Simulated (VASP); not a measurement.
A VASP calculation is set up with these files.

File POSCAR:
```
Cs
7.5970760
  0.0000000000   0.4999999765   0.4999999765
  0.4999999765   0.0000000000   0.4999999765
  0.4999999765   0.4999999765   0.0000000000
Cs
1
Cart
  0.0000000000   0.0000000000   0.0000000000
```

**INCAR**
```
SYSTEM = Cs
PREC = Accurate
ENCUT = 400
EDIFF = 1E-7
NELM = 100
ALGO = Normal
LREAL = .FALSE.
LASPH = .TRUE.
ISMEAR = -5
GGA = PS
LMAXMIX = 4
LWAVE = .FALSE.
LCHARG = .TRUE.
LORBIT = 11
NEDOS = 601
ISIF = 2
```

File KPOINTS:
```
Automatic
0
gamma
9 9 9
0 0 0
```

POTCAR, in this order: Cs_sv (PBE.64 set). Program: vasp_std.

### Question
Write an equivalent input for Ansatz.

### Answer
One equivalent input (not run):
Ansatz 0.2 input:
```yaml
crystal:
  lattice:
    - [0.0000000, 3.7985378, 3.7985378]
    - [3.7985378, 0.0000000, 3.7985378]
    - [3.7985378, 3.7985378, 0.0000000]
  atoms:
    - { symbol: Cs, position: [0.0000000, 0.0000000, 0.0000000] }
kpoints:
  mp_grid: { grid: [9, 9, 9] }
hamiltonian:
  xc: pbesol
  pseudopotentials: { kind: paw }
scf:
  occupations: { method: tetrahedron }
  max_iter: 100
output: { forces: true, stress: true, eigenvalues: true }
```
Limits of the translation: each code has its own PAW files, so the cut-off isn't converted (ENCUT is set for VASP's; basis.ecutwfc is left out, and Ansatz then takes the one that its files recommend); Ansatz stops its SCF on the density residual and VASP on the energy change (EDIFF).

The structure was generated: Cs was put into the fcc type (Fm-3m), which need not be its known phase. It was relaxed first.
